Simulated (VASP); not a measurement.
Mo:

```
CELL_PARAMETERS angstrom
-1.58000 1.58000 1.58000
1.58000 -1.58000 1.58000
1.58000 1.58000 -1.58000
ATOMIC_POSITIONS crystal
Mo 0.00000 0.00000 0.00000
```

The cell was built by a generator and needn't be a form met in nature.

| Item | Value |
| --- | --- |
| Program | VASP 6.6.1 |
| Task | relaxation of cell and atoms |
| Functional | PBEsol |
| Potentials or basis | VASP PAW PBE potentials, release 64 (Mo_sv) |
| Cutoff | 600 eV |
| k mesh | 24 × 24 × 24 |
| Occupations | methfessel-paxton, width 0.2 eV |
| Spin | no spin polarisation |

At the start: pressure -7.2 GPa; volume 15.78 Å³/atom.

Task: How do energy, volume and symmetry change on relaxing?

Result: Over 3 steps the energy falls by 9.8 meV/atom and the volume is 15.37 Å³/atom (-2.6 %); space group Im-3m (No. 229, to 0.05 Å).

Step by step:
```
step  energy change (eV)  largest force (eV/Å)  pressure (GPa)  volume (Å³)
   1              0.0000                0.0000           -7.24        15.78
   2              0.0762                0.0000           25.73        14.20
   3             -0.0098                0.0000           -0.20        15.37
```

Final structure:
```yaml
crystal:
  lattice:
    - [-1.56612, 1.56612, 1.56612]
    - [1.56612, -1.56612, 1.56612]
    - [1.56612, 1.56612, -1.56612]
  atoms:
    - { symbol: Mo, position: [0.00000, 0.00000, 0.00000] }
```

Caveat: the PAW data sets were made with another functional, which shifts forces and pressure a little.
